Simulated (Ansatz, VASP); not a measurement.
# Zr (Zr(0001)): VASP beside Ansatz, part 2 of 2

One calculation is typed for both programs; each brings its own data sets. How far apart do they land? Of the first pair: The cell is taken from a series of runs on this material, whose earlier steps may have relaxed, scaled, displaced or heated it; both programs get it as it stands.

VASP 6.6.1 and Ansatz 0.2.0.

So far. Step 4 (Side by side): The forces differ by 0.6 meV/Å r.m.s., which is 0.5 % of the r.m.s. force of 0.132 eV/Å (both taken over all components). Where the cell holds vacuum, a pressure given here is an average over it and none of the material.

## Step 5: Ansatz: relaxation, PBE

Level of this step: Ansatz beside VASP: Kohn-Sham DFT, plane waves, PBE (Ansatz).

The two programs are compared at the cell with which this relaxation starts, whose forces are those of its first step.

The structure compared here is the start of the Ansatz relaxation; VASP solves that cell, so the two are compared at the walk's first step.

Input file input.yaml:

```yaml
crystal:
  lattice:
    - [3.23, 0.0, 0.0]
    - [1.615, 2.7972620542, 0.0]
    - [0.0, 0.0, 39.154255]
  atoms:
    - { symbol: Zr, position: [0.6666666667, 0.6666666667, 0.2043200669] }
    - { symbol: Zr, position: [0.0, 0.0, 0.2700267187] }
    - { symbol: Zr, position: [0.6666666667, 0.6666666667, 0.3357333705] }
    - { symbol: Zr, position: [0.0, 0.0, 0.4014400223] }
    - { symbol: Zr, position: [0.6666666667, 0.6666666667, 0.4671466741] }
    - { symbol: Zr, position: [0.0, 0.0, 0.5328533259] }
    - { symbol: Zr, position: [0.6666666667, 0.6666666667, 0.5985599777] }
    - { symbol: Zr, position: [0.0, 0.0, 0.6642666295] }
    - { symbol: Zr, position: [0.6666666667, 0.6666666667, 0.7299732813] }
    - { symbol: Zr, position: [0.0, 0.0, 0.7956799331] }
kpoints:
  mp_grid: { grid: [11, 11, 1] }
hamiltonian:
  xc: pbe
  pseudopotentials: { kind: paw, azcp: { folder: soft_1 } }
scf:
  occupations: { method: fermi_dirac, width: 0.1 }
efield:
  axis: 3
  dipole_correction: true
  ramp_width: 0.05
relax:
  f_tol: 0.02
  max_steps: 60
  constraints: [{ sites: [0, 1, 2, 3, 4] }]
output:
  write_potential: true
  write_density: true
  volumetric_format: npy
```

Command:

```sh
ansatz run input.yaml --threads 4 --pin off --max-ram 8192MiB --backend cpu --events-out ev --progress --plain --runs-dir out
```

Numbers of over 12 decimals in the logs are rounded to 6 here.

What it wrote:

```text
[...]
Crystal: 10 atoms, lattice volume = 353.765 Å³
Basis set: ecut = 420 eV, 7007 PW (Γ), exchange–correlation on 48×48×540 points (8 copies of the dense FFT grid, shifted against one another)
Bands: 72, of which v1, the nominal top of the filled ones, is band 60 counted from 1 (59 counted from 0)
Symmetry: 6 space group operations
[...]
- { symbol: Zr, position: [0.0, 0.0, 0.4014400223] }
    - { symbol: Zr, position: [0.666667, 0.666667, 0.4671466741] }
    - { symbol: Zr, position: [1.1847642656841639e-18, 0, 0.533514] }
    - { symbol: Zr, position: [0.666667, 0.666667, 0.599369] }
    - { symbol: Zr, position: [2.394838292825981e-18, 0, 0.665601] }
    - { symbol: Zr, position: [0.666667, 0.666667, 0.733040] }
    - { symbol: Zr, position: [-8.509552773681547e-19, 0, 0.795206] }
[key lines of the parts left out:]
SCF converged after 6 iterations
Free energy (F): -41836.959320 eV
Fermi energy:    7.828463 eV
Dipole field:    D = 0.000722 V/Å  (p = 0.001412 e·Å, saw-weighted, corrected)
Work function:   Φ+ = 4.1685 eV   Φ− = 4.1968 eV
```

## Step 6: VASP: single point, PBE, start cell, pair 2

The same cell, functional, mesh and smearing now go to VASP, with its own data sets.

Input file INCAR:

```
SYSTEM = Zr
PREC = Accurate
ENCUT = 400
EDIFF = 1E-06
NELM = 120
ISMEAR = -1
SIGMA = 0.1
LREAL = .FALSE.
ALGO = Normal
GGA = PE
NBANDS = 74
LASPH = .TRUE.
LORBIT = 11
LWAVE = .FALSE.
LCHARG = .FALSE.
ISIF = 2
LDIPOL = .TRUE.
IDIPOL = 3
DIPOL = 0.5 0.5 0.5
LVHAR = .TRUE.
GGA_COMPAT = .FALSE.
NELMDL = -8
KPAR = 2
```

Input file POSCAR:

```
Zr
1.0
    3.2300000000      0.0000000000      0.0000000000
    1.6150000000      2.7972620542      0.0000000000
    0.0000000000      0.0000000000     39.1542550000
Zr
10
Direct
    0.6666667987      0.6666666006      0.2043200669
    0.0000001321      0.9999999340      0.2700267187
    0.6666667987      0.6666666006      0.3357333705
    0.0000001321      0.9999999340      0.4014400223
    0.6666667987      0.6666666006      0.4671466741
    0.0000001321      0.9999999340      0.5328533259
    0.6666667987      0.6666666006      0.5985599777
    0.0000001321      0.9999999340      0.6642666295
    0.6666667987      0.6666666006      0.7299732813
    0.0000001321      0.9999999340      0.7956799331
```

Input file KPOINTS:

```
Automatic mesh
0
Gamma
11 11 1
0 0 0
```

PAW data sets: Zr_sv (PBE family, release 64).

Command:

```sh
mpirun -np 2 vasp_std
```

What it wrote:

```text
[... set-up lines as in an earlier step ...]
 entering main loop
       N       E                     dE             d eps       ncg     rms          rms(c)
DAV:   1     0.116969379490E+04    0.11697E+04   -0.56895E+04  2688   0.128E+03
DAV:   2     0.321390328635E+02   -0.11376E+04   -0.11118E+04  2648   0.432E+02
DAV:   3    -0.703518052380E+02   -0.10249E+03   -0.99429E+02  3912   0.865E+01
DAV:   4    -0.870644552103E+02   -0.16713E+02   -0.16562E+02  4024   0.322E+01
[...]
DAV:  36    -0.835197601360E+02   -0.14372E-05   -0.14182E-07  1456   0.121E-03    0.399E-04
DAV:  37    -0.835197612213E+02   -0.10853E-05   -0.10887E-07  1494   0.857E-04    0.311E-04
DAV:  38    -0.835197614491E+02   -0.22784E-06   -0.41899E-08  1430   0.635E-04
   1 F= -.83519761E+02 E0= -.83304696E+02  d E =-.430130E+00
```

Parts of OUTCAR (step 6):

```text
  Total       -1.9136508     -1.9136508     -1.0219053     -0.0000000     -0.0000000     -0.0000000
  in kB       -8.6667971     -8.6667971     -4.6281411     -0.0000000     -0.0000000     -0.0000000
  external PRESSURE =      -7.3205784 kB  Pullay stress =       0.0000000 kB

 POSITION                                       TOTAL-FORCE (eV/Angst)
 -----------------------------------------------------------------------------------
      3.23000      1.86484      8.00000         0.000000     -0.000000      0.434392
      1.61500      2.79726     10.57270        -0.000000      0.000000     -0.571660
      3.23000      1.86484     13.14539        -0.000000      0.000000      0.041604
      1.61500      2.79726     15.71809         0.000000      0.000000      0.052422
      3.23000      1.86484     18.29078         0.000000      0.000000     -0.026282
      1.61500      2.79726     20.86347        -0.000000      0.000000      0.026282
      3.23000      1.86484     23.43617        -0.000000     -0.000000     -0.052422
      1.61500      2.79726     26.00886        -0.000000      0.000000     -0.041604
      3.23000      1.86484     28.58156         0.000000      0.000000      0.571660
      1.61500      2.79726     31.15425         0.000000      0.000000     -0.434392
 -----------------------------------------------------------------------------------
    total drift:                               -0.005203      0.003004      0.000148

  FREE ENERGIE OF THE ION-ELECTRON SYSTEM (eV)
  ---------------------------------------------------
  free  energy   TOTEN  =       -83.5197614491 eV

  energy  without entropy=      -83.0896312116  energy(sigma->0) =      -83.30469633

[... 2 parts as in an earlier step ...]

[... 1 further part left out ...]
[key lines of the parts left out:]
E-fermi :   4.5460
```

## Step 7: Differences

Forces (eV/Å; atoms numbered as in POSCAR):

| atom | Ansatz x, y, z | VASP x, y, z |
| --- | --- | --- |
| Zr1 | 0.000, 0.000, 0.436 | 0.000, 0.000, 0.434 |
| Zr2 | 0.000, 0.000, -0.570 | 0.000, 0.000, -0.572 |
| Zr3 | 0.000, 0.000, 0.041 | 0.000, 0.000, 0.042 |
| Zr4 | 0.000, 0.000, 0.052 | 0.000, 0.000, 0.052 |
| Zr5 | 0.000, 0.000, -0.026 | 0.000, 0.000, -0.026 |
| Zr6 | 0.000, 0.000, 0.026 | 0.000, 0.000, 0.026 |
| Zr7 | 0.000, 0.000, -0.052 | 0.000, 0.000, -0.052 |
| Zr8 | 0.000, 0.000, -0.041 | 0.000, 0.000, -0.042 |
| Zr9 | 0.000, 0.000, 0.570 | 0.000, 0.000, 0.572 |
| Zr10 | 0.000, 0.000, -0.436 | 0.000, 0.000, -0.434 |

The forces differ by 0.6 meV/Å r.m.s., which is 0.3 % of the r.m.s. force of 0.186 eV/Å (both taken over all components). Where the cell holds vacuum, a pressure given here is an average over it and none of the material.

## Step 8: Ansatz: relaxation, PBE

This run makes the geometry at which the two programs are then compared.

The structure compared here is the end of the Ansatz relaxation.

This is the run of step 5 again, met here at its other cell.

## Step 9: VASP: single point, PBE, relaxed atoms in a fixed cell, pair 3

The same cell, functional, mesh and smearing now go to VASP, with its own data sets.

INCAR, as its differences from that of step 6:

```diff
@@ -18,3 +18,3 @@
 IDIPOL = 3
-DIPOL = 0.5 0.5 0.5
+DIPOL = 0.5 0.5 0.501
 LVHAR = .TRUE.
```

Input file POSCAR:

```
Zr
1.0
    3.2300000000      0.0000000000      0.0000000000
    1.6150000000      2.7972620542      0.0000000000
    0.0000000000      0.0000000000     39.1542550000
Zr
10
Direct
    0.6666666667      0.6666666667      0.2043200669
    0.0000000000      0.0000000000      0.2700267187
    0.6666666667      0.6666666667      0.3357333705
    0.0000000000      0.0000000000      0.4014400223
    0.6666666667      0.6666666667      0.4671466741
    0.0000000000      0.0000000000      0.5335135731
    0.6666666667      0.6666666667      0.5993688422
    0.0000000000      0.0000000000      0.6656012285
    0.6666666667      0.6666666667      0.7330397935
    0.0000000000      0.0000000000      0.7952057115
```

KPOINTS is that of step 6.

Command:

```sh
mpirun -np 2 vasp_std
```

What it wrote:

```text
[... set-up lines as in an earlier step ...]
 entering main loop
       N       E                     dE             d eps       ncg     rms          rms(c)
[... 59 cycles as in an earlier step ...]
   1 F= -.83560483E+02 E0= -.83353928E+02  d E =-.413110E+00
```

OUTCAR, selected parts (step 9):

```text
[... 6 parts as in an earlier step ...]

[... 1 further part left out ...]
[key lines of the parts left out:]
E-fermi :   4.5489
```

## Step 10: Side by side

The two programs side by side:

| quantity | Ansatz | VASP | difference |
| --- | --- | --- | --- |
| work function, lower of the two faces (eV) | 4.17 | 4.17 | -0.01 |
| work function, higher of the two faces (eV) | 4.20 | 4.20 | 0.00 |

Forces (eV/Å; atoms numbered as in POSCAR):

| atom | Ansatz x, y, z | VASP x, y, z |
| --- | --- | --- |
| Zr1 | 0.000, 0.000, 0.437 | 0.000, 0.000, 0.434 |
| Zr2 | 0.000, 0.000, -0.572 | 0.000, 0.000, -0.573 |
| Zr3 | 0.000, 0.000, 0.040 | 0.000, 0.000, 0.041 |
| Zr4 | 0.000, 0.000, 0.066 | 0.000, 0.000, 0.066 |
| Zr5 | 0.000, 0.000, 0.031 | 0.000, 0.000, 0.031 |
| Zr6 | 0.000, 0.000, -0.002 | 0.000, 0.000, -0.002 |
| Zr7 | 0.000, 0.000, 0.003 | 0.000, 0.000, 0.004 |
| Zr8 | 0.000, 0.000, -0.005 | 0.000, 0.000, -0.005 |
| Zr9 | 0.000, 0.000, 0.011 | 0.000, 0.000, 0.012 |
| Zr10 | 0.000, 0.000, -0.009 | 0.000, 0.000, -0.008 |

The forces differ by 0.7 meV/Å r.m.s., which is 0.5 % of the r.m.s. force of 0.132 eV/Å (both taken over all components). Where the cell holds vacuum, a pressure given here is an average over it and none of the material.

## Step 11: What came out

```json
{"r.m.s. force difference (single point, PBE, pair 1)": "0.64 meV/Å", "r.m.s. force difference (single point, PBE, start cell, pair 2)": "0.55 meV/Å", "r.m.s. force difference (single point, PBE, relaxed atoms in a fixed cell, pair 3)": "0.66 meV/Å"}
```

**Reading.** The r.m.s. force difference is 0.66 meV/Å (single point, PBE, relaxed atoms in a fixed cell, pair 3), within the 12 meV/Å picked in this series as the mark of a large difference. Pairs 1 and 3 hold one cell, so they aren't independent. How closely two codes agree says nothing of how well the functional describes the real material.

[Lines on the potential files, build, host, timing and source positions are cut from VASP's logs without a mark.]

[Logs are printed without paths, hosts, clocks, repeated set-up lines and the standing remarks that a program may print on its own settings, such as how far it seeks lower states.]

[Hosts, paths, dates, database ids (printed as entryN), source tags and the programs' standing remarks are cut or masked in the printed files.]
